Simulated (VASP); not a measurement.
**Rb2O2 (space group Immm): computed properties**

These are LDA (Ceperley-Alder, Perdew-Zunger), VASP's LDA PAW potentials (set 64) (plane waves; VASP) values and carry that method's errors.

```json
{
 "space_group": "Immm (71)",
 "cell": "a = 4.081 Å, b = 5.812 Å, c = 6.861 Å, α = 90.00°, β = 90.00°, γ = 90.00°",
 "volume_per_atom": "20.34 Å³/atom",
 "band gap (over mesh and band path)": "1.77 eV",
 "smallest direct gap (over mesh and band path)": "1.89 eV",
 "hill_bulk_modulus": "36.8 GPa",
 "hill_shear_modulus": "11.4 GPa",
 "Poisson's ratio": "0.359",
 "band_edge_character": "indirect, Γ to Γ-Y0 at 0.29",
 "density": "4.14 g/cm³",
 "optical Γ-point spectrum": "99, 107, 125, 177, 204, 211, 223, 285, 873 cm⁻¹"
}
```

```
CELL_PARAMETERS angstrom
     -2.04055     2.90610     3.43041
      2.04055    -2.90610     3.43041
      2.04055     2.90610    -3.43041
ATOMIC_POSITIONS crystal
  Rb 0.25479 0.25479 0.00000
  Rb 0.74521 0.74521 0.00000
  O  0.62763 0.00000 0.62763
  O  0.37237 0.00000 0.37237
```

The structure comes from a computed database's Rb2O2 entry (Immm); how it stands against other phases isn't given here. It was relaxed first, which changed the volume by -8 %. Symmetry was kept, so distortions that lower it aren't found.
